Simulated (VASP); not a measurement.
An input for Quantum ESPRESSO's pw.x (written as the equivalent of a VASP run, and not itself run):

```
&CONTROL
  calculation = 'scf'
  pseudo_dir = './pseudo'
  outdir = './out'
  tprnfor = .true.
  tstress = .true.
/
&SYSTEM
  ibrav = 0
  nat = 2
  ntyp = 2
  ecutwfc = 82.3
  occupations = 'tetrahedra'
  input_dft = 'pz'
/
&ELECTRONS
  conv_thr = 7.3e-09
  electron_maxstep = 100
/
ATOMIC_SPECIES
  Sc 44.956 Sc.upf
  Te 127.600 Te.upf
CELL_PARAMETERS angstrom
     3.5361757    0.0000000   -0.0000000
    -0.0000000    3.5361757    0.0000000
    -0.0000000   -0.0000000    3.5361757
ATOMIC_POSITIONS crystal
  Sc   0.0000000  0.0000000  0.0000000
  Te   0.5000000  0.5000000  0.5000000
K_POINTS automatic
  12 12 12 0 0 0
```

Q: Translate this input to VASP (INCAR, KPOINTS, POSCAR, choice of POTCAR).

A: One answer among several that fit: 
**INCAR**
```
! general
SYSTEM   =  ScTe
PREC     =  Accurate
ENCUT    =  400   ! plane-wave cut-off (eV)
LREAL    =  F
LASPH    =  T

! electronic loop
EDIFF    =  1E-7   ! SCF stop (eV)
NELM     =  100   ! most electronic steps
ALGO     =  Normal   ! blocked Davidson
LMAXMIX  =  4

! smearing
ISMEAR   =  -5   ! tetrahedra, Bloechl

! ions
ISIF     =  2

! output
LWAVE    =  F
LCHARG   =  T
LORBIT   =  11   ! lm-projected
NEDOS    =  601   ! DOS grid
```

POSCAR:
```
ScTe
1
    3.5361757100     0.0000000000    -0.0000000000
   -0.0000000000     3.5361757100     0.0000000000
   -0.0000000000    -0.0000000000     3.5361757100
Sc Te
1 1
Direct
  0.0000000000   0.0000000000   0.0000000000
  0.5000000000   0.5000000000   0.5000000000
```

**KPOINTS**
```
Automatic mesh
0
Gamma
12 12 12
0 0 0
```

POTCAR, in this order: Sc_sv Te (LDA.64 set). Program: vasp_std.

What does not carry over: the potentials are each code's own (VASP's PAW set, PseudoDojo norm-conserving files in pw.x), so ENCUT and ecutwfc are chosen apart and not converted; conv_thr bounds pw.x's estimated SCF error, while EDIFF bounds the energy change between steps.

The structure was generated: ScTe was put into the CsCl type type (Pm-3m), which need not be its known phase. It was relaxed first, which changed the volume by -31 %.
